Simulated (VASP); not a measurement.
Data:

```
CELL_PARAMETERS angstrom
      0.00000     3.18997     3.18997
      3.18997     0.00000     3.18997
      3.18997     3.18997     0.00000
ATOMIC_POSITIONS crystal
  Na 0.25000 0.25000 0.25000
  Na 0.75000 0.75000 0.75000
  S  0.00000 0.00000 0.00000
```

The numbers are results of PBEsol GGA, VASP's PBE PAW potentials (set 64) (plane waves; VASP), not measurements. Settings: 520 eV cut-off, 6×6×6 Γ-centred mesh, Gaussian smearing of 0.050 eV, potentials Na_pv S.

Predict the energy per atom (σ→0), pressure, band gap (on the k-mesh) with the smallest direct gap where there is one.

| Quantity | Result |
|---|---|
| band gap (on the k-mesh) | 2.61 eV |
| smallest direct gap (on the k-mesh) | 2.61 eV |
| energy per atom (σ→0) | -3.450 eV/atom |
| pressure | 1.97 GPa |

The absolute energy has meaning only against runs of the same code, potentials and settings.

The compound is Na2S in the antifluorite structure. This cell is one point of a volume scan, at 0.94 of the reference volume.
